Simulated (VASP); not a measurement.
Input:

```xyz
2
Lattice="2.9478 0.0000 0.0000 0.0000 2.9478 0.0000 0.0000 0.0000 2.9478" Properties=species:S:1:pos:R:3 pbc="T T T"
Al     1.4739     1.4739     1.4739
Ni     0.0000     0.0000     0.0000
```

All values below come from PBE GGA, VASP's PBE PAW potentials (set 64) (plane waves; VASP). Run with 400 eV cut-off, 11×11×11 Γ-centred mesh, first-order Methfessel-Paxton smearing of 0.10 eV, potentials Al Ni.

Task: Predict the energy per atom (σ→0), pressure, band gap (on the k-mesh) with the smallest direct gap where there is one.

Result: 
- band gap (on the k-mesh) = none (metal, semimetal or under 0.01 eV)
- energy per atom (σ→0) = -506.6 kJ/mol-atom
- pressure = -7.95 GPa

Only differences to runs with the same potentials and settings are physical.

The compound is NiAl in the CsCl type structure. The cell was not relaxed at this level. The run is not spin-polarised, so no magnetic state was tried. The electron count is odd and the run is not spin-polarised, which forces a metal.
